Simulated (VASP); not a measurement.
# Tc: Tc into a neighbouring Tc vacancy, part 3 of 5

Wanted: the minimum-energy path in Tc for this move: Tc into a neighbouring Tc vacancy. The start is a cell from a database of measured crystal structures.

VASP 6.6.1; PBEsol; plane waves and PAW (Tc).

So far. Step 2 (Relax the host): The run ended after 9 ionic steps, 0.027 eV below its first step, once forces and stress met EDIFFG = -0.02. Step 3 (Relax the start): The run ended after 17 ionic steps, 0.264 eV below its first step, once the forces on the free atoms met EDIFFG = -0.05.

## (4) Relax the end

The end state is relaxed in the same way, so that both ends share their errors.

Input file INCAR:

```
SYSTEM = Tc
PREC = Normal
ENCUT = 280
EDIFF = 1E-05
NELM = 120
ISMEAR = 1
SIGMA = 0.15
LREAL = Auto
ALGO = Fast
GGA = PS
NBANDS = 150
LASPH = .TRUE.
LORBIT = 11
LWAVE = .FALSE.
LCHARG = .FALSE.
KPAR = 6
IBRION = 2
NSW = 60
ISIF = 2
EDIFFG = -0.05
POTIM = 0.4
MAXMIX = 40
ISYM = 0
```

Input file POSCAR:

```
Tc
1.0
    8.1457419003      0.0000000000      0.0000000000
   -4.0728709500      7.0544194185      0.0000000000
    0.0000000000      0.0000000000      8.6876415836
Tc
35
Direct
    0.2219210384      0.1086283522      0.8715138556
    0.2263694922      0.1107955864      0.3734148403
    0.2223050770      0.4439017737      0.8769617344
    0.2223250158      0.7778167593      0.3733549512
    0.2219095800      0.7748466600      0.8765329579
    0.5571359141      0.1067884704      0.3693224425
    0.5606819352      0.1183346618      0.8726957501
    0.5533196527      0.4461142315      0.3730645574
    0.5538196518      0.4434574958      0.8762247330
    0.5549543418      0.7785656041      0.3745935991
    0.5530282895      0.7768710377      0.8728120652
    0.8873117471      0.1079248355      0.3724840252
    0.8923907330      0.1109603284      0.8748759110
    0.8895482629      0.4432512718      0.3744738840
    0.8903330829      0.4452451222      0.8723311589
    0.8900979987      0.7761038344      0.3725687787
    0.8861243610      0.7766705418      0.8787462417
    0.1084517682      0.2226760537      0.1200784702
    0.1123824452      0.2247725849      0.6244551725
    0.1098940533      0.5562119131      0.1266118339
    0.1155366525      0.5611477206      0.6254815288
    0.1094780021      0.8885317250      0.1248330996
    0.1113355248      0.8888037570      0.6254004906
    0.4415180969      0.2245743051      0.1236768808
    0.4424680673      0.2240303119      0.6280326435
    0.4458834134      0.5560124587      0.1228539163
    0.4527427306      0.5580511788      0.6223772061
    0.4426535199      0.8891354840      0.1214208212
    0.4442077203      0.8875873741      0.6278230230
    0.7762967421      0.2145354509      0.1250960044
    0.7753794261      0.2253681593      0.6253870000
    0.7776143928      0.5525358181      0.1292092672
    0.7812282370      0.5525368209      0.6258582654
    0.7760912266      0.8888220657      0.1220863508
    0.7809882637      0.8861411659      0.6243183793
```

Input file KPOINTS:

```
Automatic mesh
0
Gamma
3 3 2
0 0 0
```

The projector-augmented-wave data sets are Tc (PBE family, release 64).

On the command line:

```sh
> mpirun -np 6 vasp_std
```

The log of the run:

```text
[... set-up lines as in an earlier step ...]
 entering main loop
       N       E                     dE             d eps       ncg     rms          rms(c)
DAV:   1     0.656222792552E+03    0.65622E+03   -0.76874E+04  3000   0.893E+02
DAV:   2    -0.316954049612E+03   -0.97318E+03   -0.91023E+03  3220   0.222E+02
DAV:   3    -0.414830738632E+03   -0.97877E+02   -0.90464E+02  4624   0.505E+01
DAV:   4    -0.419643962216E+03   -0.48132E+01   -0.46459E+01  4168   0.122E+01
DAV:   5    -0.419792924307E+03   -0.14896E+00   -0.14765E+00  4312   0.220E+00    0.103E+02
RMM:   6    -0.398122020199E+03    0.21671E+02   -0.41803E+01  3001   0.167E+01    0.378E+01
RMM:   7    -0.404919350720E+03   -0.67973E+01   -0.67056E+01  3375   0.151E+01    0.195E+01
RMM:   8    -0.391746207520E+03    0.13173E+02   -0.19892E+01  3082   0.820E+00    0.368E+00
RMM:   9    -0.392258254185E+03   -0.51205E+00   -0.90655E+00  3823   0.388E+00    0.249E+00
RMM:  10    -0.392159969856E+03    0.98284E-01   -0.79855E-01  3482   0.153E+00    0.152E+00
RMM:  11    -0.392121051560E+03    0.38918E-01   -0.19618E-01  3670   0.671E-01    0.101E+00
RMM:  12    -0.392096863818E+03    0.24188E-01   -0.11190E-01  3511   0.549E-01    0.748E-01
RMM:  13    -0.392094946028E+03    0.19178E-02   -0.58225E-02  3735   0.376E-01    0.700E-01
RMM:  14    -0.392086420630E+03    0.85254E-02   -0.15553E-02  3177   0.235E-01    0.258E-01
RMM:  15    -0.392086567073E+03   -0.14644E-03   -0.13953E-02  3837   0.152E-01    0.119E-01
RMM:  16    -0.392086552637E+03    0.14436E-04   -0.19196E-03  3465   0.734E-02    0.848E-02
RMM:  17    -0.392086504038E+03    0.48599E-04   -0.55632E-04  3379   0.412E-02    0.454E-02
RMM:  18    -0.392086530199E+03   -0.26161E-04   -0.24257E-04  3691   0.248E-02    0.283E-02
RMM:  19    -0.392086517601E+03    0.12598E-04   -0.57893E-05  2527   0.132E-02    0.133E-02
RMM:  20    -0.392086514872E+03    0.27294E-05   -0.19386E-05  1860   0.750E-03
   1 F= -.39208651E+03 E0= -.39208661E+03  d E =-.392087E+03
 curvature:   0.00 expect dE= 0.000E+00 dE for cont linesearch  0.000E+00
 trial: gam= 0.00000 g(F)=  0.248E+00 g(S)=  0.000E+00 ort = 0.000E+00 (trialstep = 0.100E+01)
 search vector abs. value=  0.248E+00
 bond charge predicted
       N       E                     dE             d eps       ncg     rms          rms(c)
DAV:   1    -0.392252024876E+03   -0.16551E+00   -0.28985E+01  3100   0.108E+01    0.111E+00
RMM:   2    -0.392278800069E+03   -0.26775E-01   -0.43696E-01  3050   0.173E+00    0.989E-01
RMM:   3    -0.392275154212E+03    0.36459E-02   -0.11770E-01  3578   0.688E-01    0.635E-01
RMM:   4    -0.392271139117E+03    0.40151E-02   -0.36148E-02  3536   0.351E-01    0.419E-01
RMM:   5    -0.392269564951E+03    0.15742E-02   -0.16863E-02  3519   0.226E-01    0.263E-01
RMM:   6    -0.392268736858E+03    0.82809E-03   -0.67728E-03  3742   0.135E-01    0.141E-01
RMM:   7    -0.392268597765E+03    0.13909E-03   -0.20557E-03  3936   0.686E-02    0.793E-02
RMM:   8    -0.392268560304E+03    0.37460E-04   -0.71490E-04  3814   0.377E-02    0.517E-02
RMM:   9    -0.392268536497E+03    0.23807E-04   -0.28942E-04  3749   0.255E-02    0.233E-02
RMM:  10    -0.392268539935E+03   -0.34381E-05   -0.11809E-04  3287   0.156E-02    0.113E-02
RMM:  11    -0.392268539470E+03    0.46503E-06   -0.25735E-05  1876   0.851E-03
   2 F= -.39226854E+03 E0= -.39227054E+03  d E =-.182025E+00
[... from here on, the cycles between the ionic steps are left out ...]
   3 F= -.39232191E+03 E0= -.39232551E+03  d E =-.235398E+00
   4 F= -.39234328E+03 E0= -.39234632E+03  d E =-.213657E-01
   5 F= -.39235422E+03 E0= -.39235655E+03  d E =-.323056E-01
   6 F= -.39235492E+03 E0= -.39235702E+03  d E =-.330092E-01
   7 F= -.39236296E+03 E0= -.39236514E+03  d E =-.804008E-02
   8 F= -.39236625E+03 E0= -.39236861E+03  d E =-.113260E-01
   9 F= -.39237078E+03 E0= -.39237380E+03  d E =-.453026E-02
  10 F= -.39237299E+03 E0= -.39237723E+03  d E =-.674094E-02
  11 F= -.39237648E+03 E0= -.39238153E+03  d E =-.348806E-02
  12 F= -.39238316E+03 E0= -.39239061E+03  d E =-.101727E-01
  13 F= -.39236844E+03 E0= -.39237765E+03  d E =0.454929E-02
  14 F= -.39238391E+03 E0= -.39239200E+03  d E =-.109216E-01
  15 F= -.39239134E+03 E0= -.39240032E+03  d E =-.742983E-02
  16 F= -.39239618E+03 E0= -.39240564E+03  d E =-.122727E-01
  17 F= -.39240216E+03 E0= -.39241146E+03  d E =-.597925E-02
  18 F= -.39240603E+03 E0= -.39241504E+03  d E =-.984508E-02
  19 F= -.39240616E+03 E0= -.39241510E+03  d E =-.997300E-02
  20 F= -.39240813E+03 E0= -.39241692E+03  d E =-.197809E-02
  21 F= -.39240857E+03 E0= -.39241727E+03  d E =-.241660E-02
  22 F= -.39240841E+03 E0= -.39241690E+03  d E =-.225140E-02
  23 F= -.39240868E+03 E0= -.39241731E+03  d E =-.252687E-02
 curvature:  -0.38 expect dE=-0.340E-03 dE for cont linesearch -0.376E-05
 trial: gam= 0.36165 g(F)=  0.884E-03 g(S)=  0.000E+00 ort = 0.153E-03 (trialstep = 0.156E+01)
 search vector abs. value=  0.131E-02
 bond charge predicted
       N       E                     dE             d eps       ncg     rms          rms(c)
DAV:   1    -0.392409213226E+03   -0.53173E-03   -0.35970E-01  3012   0.120E+00    0.921E-02
RMM:   2    -0.392409410263E+03   -0.19704E-03   -0.42908E-03  3003   0.185E-01    0.632E-02
RMM:   3    -0.392409473175E+03   -0.62913E-04   -0.13503E-03  3684   0.717E-02    0.504E-02
RMM:   4    -0.392409448564E+03    0.24612E-04   -0.32090E-04  3545   0.335E-02    0.333E-02
RMM:   5    -0.392409436074E+03    0.12490E-04   -0.13184E-04  3390   0.209E-02    0.213E-02
RMM:   6    -0.392409436658E+03   -0.58457E-06   -0.37790E-05  2076   0.120E-02
  24 F= -.39240944E+03 E0= -.39241805E+03  d E =-.753832E-03
 trial-energy change:   -0.000754  1 .order   -0.000725   -0.001467    0.000018
 step:   1.5431(harm=  1.5431)  dis= 0.00469  next Energy=  -392.409407 (dE=-0.725E-03)
 reached required accuracy - stopping structural energy minimisation
```

Elapsed: 7.2 min, on 6 MPI ranks of Intel Xeon 6975P-C (Granite Rapids), shared host; peak memory 2.3 GiB; 43 min of CPU time.

From OUTCAR (step 4):

```text
 Found     10 irreducible k-points:

   NELECT =     245.0000    total number of electrons

 E-fermi :  13.0719

 k-point     1 :       0.0000    0.0000    0.0000
  band No.  band energies     occupation
    ...
    121      12.9637      1.93388
    122      12.9945      1.75739
    123      13.0679      1.04527
    124      13.0800      0.90828
    125      13.1184      0.50186
    126      13.1341      0.36032
    127      13.1995     -0.00397
    128      13.2140     -0.03750
    129      13.2580     -0.07084
    130      13.2968     -0.05534
    ...

 k-point     2 :       0.3333    0.0000    0.0000
  band No.  band energies     occupation
    ...
    121      12.9289      2.03913
    122      12.9375      2.02132
    123      12.9975      1.73571
    124      13.0087      1.64714
    125      13.0399      1.35128
    126      13.1664      0.13366
    127      13.2373     -0.06556
    128      13.2396     -0.06690
    129      13.2733     -0.06726
    130      13.3332     -0.03348
    ...

  Total       -6.7625492     -6.4568146    -15.2945931      0.0476081     -0.0381587      0.0635093
  in kB      -21.7033714    -20.7221629    -49.0856663      0.1527908     -0.1224646      0.2038234
  external PRESSURE =     -30.5037336 kB  Pullay stress =       0.0000000 kB

 POSITION                                       TOTAL-FORCE (eV/Angst)
 -----------------------------------------------------------------------------------
      1.34511      0.78599      7.56846         0.004828     -0.006297      0.003868
      1.35370      0.77063      3.22043        -0.001760     -0.005116     -0.002731
      0.00157      3.13363      7.55455         0.008015      0.029219      0.001227
     -1.36570      5.48535      3.22028        -0.017825      0.014238     -0.014996
     -1.35851      5.46617      7.56557         0.010942      0.000610      0.005835
      4.07393      0.78349      3.21692        -0.012870     -0.007652     -0.006995
      4.07535      0.78134      7.56849        -0.000014     -0.002929     -0.008742
      2.72974      3.14636      3.22189         0.010074     -0.003758      0.004597
      2.70611      3.14315      7.56940        -0.011327      0.008374     -0.005003
      1.37686      5.49115      3.22460        -0.000333     -0.003869     -0.014200
      1.36326      5.46389      7.57071        -0.002120     -0.004043     -0.001784
      6.79893      0.76981      3.22087         0.004463     -0.011372     -0.006511
      6.80427      0.78721      7.56915         0.007186     -0.008675     -0.002762
      5.42415      3.14842      3.21721        -0.006454     -0.000734      0.009365
      5.44483      3.14312      7.56481         0.012170      0.008230      0.015439
      4.07497      5.48595      3.20948        -0.003532     -0.002456     -0.015411
      4.07612      5.48638      7.54895        -0.008180     -0.001140      0.019975
      0.00432      1.59326      1.14348         0.008016     -0.006396     -0.010868
      0.00245      1.56933      5.45325        -0.000809      0.005375     -0.012036
     -1.33312      3.90570      1.14254         0.008497     -0.001277     -0.004532
     -1.34586      3.91242      5.43397         0.005305      0.001645      0.009003
     -2.71803      6.26679      1.11034        -0.000504      0.003132     -0.002425
     -2.71426      6.26650      5.46488         0.001252      0.010977      0.002035
      2.72979      1.56025      1.11081        -0.004093      0.003305      0.009036
      2.72151      1.56383      5.42789        -0.005713     -0.002186      0.018379
      1.33992      3.90550      1.16714        -0.002911     -0.007050     -0.023091
      1.35575      3.91438      5.42841        -0.007276      0.004725     -0.001798
      0.00356      6.28040      1.10504         0.002643     -0.009154      0.001819
      0.00244      6.27296      5.43116        -0.003462     -0.005472      0.001904
      5.42641      1.56212      1.11577         0.000342      0.007333      0.013398
      5.43072      1.56593      5.40837         0.005703      0.002707     -0.003203
      4.07523      3.92450      1.08762         0.009810      0.005178     -0.010832
      4.07443      3.91942      5.47701        -0.010079     -0.016644      0.009722
      2.72646      6.26574      1.09581         0.010715     -0.006951      0.004982
      2.71811      6.26814      5.47567        -0.010699      0.008122      0.017335
 -----------------------------------------------------------------------------------
    total drift:                               -0.298425      0.153323      0.192692

  FREE ENERGIE OF THE ION-ELECTRON SYSTEM (eV)
  ---------------------------------------------------
  free  energy   TOTEN  =      -392.4094366585 eV

  energy  without entropy=     -392.4352636945  energy(sigma->0) =     -392.41804567

 total charge
# of ion       s       p       d       tot
------------------------------------------
    1        0.586   0.744   5.494   6.824
    2        0.584   0.691   5.488   6.763
    3        0.594   0.739   5.507   6.841
    4        0.584   0.692   5.488   6.764
    5        0.586   0.744   5.493   6.822
    6        0.595   0.743   5.519   6.857
    7        0.588   0.728   5.483   6.798
    8        0.586   0.694   5.491   6.771
    9        0.586   0.743   5.492   6.821
   10        0.585   0.694   5.490   6.770
   11        0.585   0.743   5.491   6.820
   12        0.584   0.692   5.488   6.764
   13        0.586   0.744   5.494   6.825
   14        0.585   0.693   5.489   6.767
   15        0.586   0.744   5.493   6.824
   16        0.587   0.750   5.514   6.851
   17        0.597   0.754   5.541   6.892
   18        0.583   0.687   5.458   6.727
   19        0.588   0.691   5.483   6.762
   20        0.583   0.687   5.458   6.728
   21        0.587   0.689   5.479   6.754
   22        0.592   0.738   5.499   6.829
   23        0.593   0.739   5.506   6.839
   24        0.595   0.754   5.498   6.846
   25        0.593   0.751   5.491   6.835
   26        0.582   0.685   5.455   6.722
   27        0.586   0.688   5.477   6.751
   28        0.594   0.753   5.495   6.842
   29        0.593   0.752   5.491   6.836
   30        0.595   0.754   5.496   6.846
   31        0.592   0.751   5.489   6.833
   32        0.592   0.738   5.497   6.827
   33        0.594   0.741   5.507   6.841
   34        0.592   0.738   5.498   6.827
   35        0.594   0.741   5.507   6.842
--------------------------------------------------
tot         20.609  25.411 192.238 238.258

[... 6 parts as in an earlier step ...]

[... 6 further parts left out ...]
```

Relaxation path (22 of 24):

```tsv
step	energy less that of the first step (eV)	largest force (eV/Å)
1	0.0000	0.6659
2	-0.1820	0.3847
3	-0.2354	0.1869
4	-0.2568	0.1284
5	-0.2677	0.1239
6	-0.2684	0.1265
8	-0.2797	0.0922
9	-0.2843	0.0941
10	-0.2865	0.1274
11	-0.2900	0.1285
12	-0.2966	0.1500
13	-0.2819	0.2655
14	-0.2974	0.1576
15	-0.3048	0.1505
16	-0.3097	0.1232
17	-0.3156	0.0786
19	-0.3196	0.0815
20	-0.3216	0.0594
21	-0.3221	0.0522
22	-0.3219	0.0749
23	-0.3222	0.0586
24	-0.3229	0.0303
```

The atoms that moved most (Å):

```tsv
atom	dx	dy	dz	length
Tc18	0.028	0.022	0.100	0.106
Tc26	-0.028	-0.017	0.100	0.105
Tc17	0.021	0.007	-0.085	0.088
Tc27	-0.059	-0.022	0.021	0.067
Tc24	0.048	-0.024	0.036	0.065
Tc35	-0.034	0.017	0.052	0.065
Tc3	-0.001	0.002	-0.064	0.064
Tc30	-0.023	0.049	0.029	0.061
```

The relaxed structure:

```xyz
35
Lattice="8.1457 0.0000 0.0000 -4.0729 7.0544 0.0000 0.0000 0.0000 8.6876" Properties=species:S:1:pos:R:3 pbc="T T T"
Tc    1.3451    0.7860    7.5685
Tc    1.3537    0.7706    3.2204
Tc    0.0016    3.1336    7.5546
Tc   -1.3657    5.4853    3.2203
Tc   -1.3585    5.4662    7.5656
Tc    4.0739    0.7835    3.2169
Tc    4.0753    0.7813    7.5685
Tc    2.7297    3.1464    3.2219
Tc    2.7061    3.1431    7.5694
Tc    1.3769    5.4912    3.2246
Tc    1.3633    5.4639    7.5707
Tc    6.7989    0.7698    3.2209
Tc    6.8043    0.7872    7.5692
Tc    5.4242    3.1484    3.2172
Tc    5.4448    3.1431    7.5648
Tc    4.0750    5.4859    3.2095
Tc    4.0761    5.4864    7.5490
Tc    0.0043    1.5933    1.1435
Tc    0.0024    1.5693    5.4532
Tc   -1.3331    3.9057    1.1425
Tc   -1.3459    3.9124    5.4340
Tc   -2.7180    6.2668    1.1103
Tc   -2.7143    6.2665    5.4649
Tc    2.7298    1.5602    1.1108
Tc    2.7215    1.5638    5.4279
Tc    1.3399    3.9055    1.1671
Tc    1.3558    3.9144    5.4284
Tc    0.0036    6.2804    1.1050
Tc    0.0024    6.2730    5.4312
Tc    5.4264    1.5621    1.1158
Tc    5.4307    1.5659    5.4084
Tc    4.0752    3.9245    1.0876
Tc    4.0744    3.9194    5.4770
Tc    2.7265    6.2657    1.0958
Tc    2.7181    6.2681    5.4757
```

This step gave:

- electronic cycles: 185
- free energy (TOTEN): -392.4094 eV
- energy at zero smearing: -392.4180 eV

The run ended after 24 ionic steps, 0.323 eV below its first step, once the forces on the free atoms met EDIFFG = -0.05.

(Continued in part 4 of 5.)

[Lines on the potential files, build, host, timing and source positions are cut from VASP's logs without a mark.]

[Logs are printed without paths, hosts, clocks, repeated set-up lines and the standing remarks that a program may print on its own settings, such as how far it seeks lower states.]

[Hosts, paths, dates, database ids (printed as entryN), source tags and the programs' standing remarks are cut or masked in the printed files.]

[Runs that stopped without an error message from VASP are left out.]
